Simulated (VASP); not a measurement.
Here is the system:

```
TaC
1.0
    0.00000     2.26407     2.26407
    2.26407     0.00000     2.26407
    2.26407     2.26407     0.00000
Ta C
1 1
Direct
  0.00000   0.00000   0.00000
  0.50000   0.50000   0.50000
```

The numbers are results of optB88-vdW, VASP's PBE PAW potentials (set 64) (plane waves; VASP), not measurements. Settings: 520 eV cut-off, 14×14×14 Γ-centred mesh, first-order Methfessel-Paxton smearing of 0.10 eV, potentials Ta_pv C.

The job: TaC (rock salt), 2 atoms, optB88-vdW, static run, 520 eV, 14×14×14 Γ-centred mesh. Roughly how much core time does it take on a busy server core?

About 60 core-seconds (one run on a shared machine, a rough figure). It had 104 irreducible k-points, 11 bands, up to 637 plane waves and 14 electronic steps.

The compound is TaC in the rock salt structure. This cell is one point of a volume scan, at 1.03 of the reference volume.
